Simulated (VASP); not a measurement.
An input for Quantum ESPRESSO's pw.x (written as the equivalent of a VASP run, and not itself run):

```
&CONTROL
  calculation = 'vc-relax'
  pseudo_dir = './pseudo'
  outdir = './out'
  tprnfor = .true.
  tstress = .true.
  nstep = 60
  forc_conv_thr = 0.00039
/
&SYSTEM
  ibrav = 0
  nat = 2
  ntyp = 2
  ecutwfc = 82.3
  occupations = 'smearing'
  smearing = 'methfessel-paxton'
  degauss = 0.00735
  input_dft = 'pbesol'
/
&ELECTRONS
  conv_thr = 7.3e-08
  electron_maxstep = 100
/
&IONS
/
&CELL
/
ATOMIC_SPECIES
  In 114.818 In.upf
  Te 127.600 Te.upf
CELL_PARAMETERS angstrom
     0.0000000    3.1198300    3.1198300
     3.1198300    0.0000000    3.1198300
     3.1198300    3.1198300    0.0000000
ATOMIC_POSITIONS crystal
  In   0.0000000  0.0000000  0.0000000
  Te   0.5000000  0.5000000  0.5000000
K_POINTS automatic
  9 9 9 0 0 0
```

Write the VASP files for the same calculation (PBEsol).

One answer among several that fit: 
### KPOINTS
```
Automatic mesh
0
Gamma
9 9 9
0 0 0
```

File POSCAR:
```
InTe
1.0
  0.0000000000   3.1198300000   3.1198300000
  3.1198300000   0.0000000000   3.1198300000
  3.1198300000   3.1198300000   0.0000000000
In Te
1 1
Cart
  0.0000000000   0.0000000000   0.0000000000
  3.1198300000   3.1198300000   3.1198300000
```

**INCAR**
```
ALGO = Normal
EDIFF = 1E-6
EDIFFG = -0.01
ENCUT = 400
GGA = PS
IBRION = 2
ISIF = 3
ISMEAR = 1
LASPH = .True.
LCHARG = .False.
LMAXMIX = 4
LREAL = .False.
LWAVE = .False.
NELM = 100
NSW = 60
PREC = Accurate
SIGMA = 0.1
SYSTEM = InTe
```

POTCAR, in this order: In_d Te (PBE.64 set). Program: vasp_std.

Limits of the translation: the potentials are each code's own (VASP's PAW set, PseudoDojo norm-conserving files in pw.x), so ENCUT and ecutwfc are chosen apart and not converted; conv_thr bounds pw.x's estimated SCF error, while EDIFF bounds the energy change between steps; forc_conv_thr acts on force components and is met together with etot_conv_thr.

The structure comes from a computed database's InTe entry (Fm-3m); how it stands against other phases isn't given here. This run relaxes it. Symmetry was kept, so distortions that lower it aren't found.
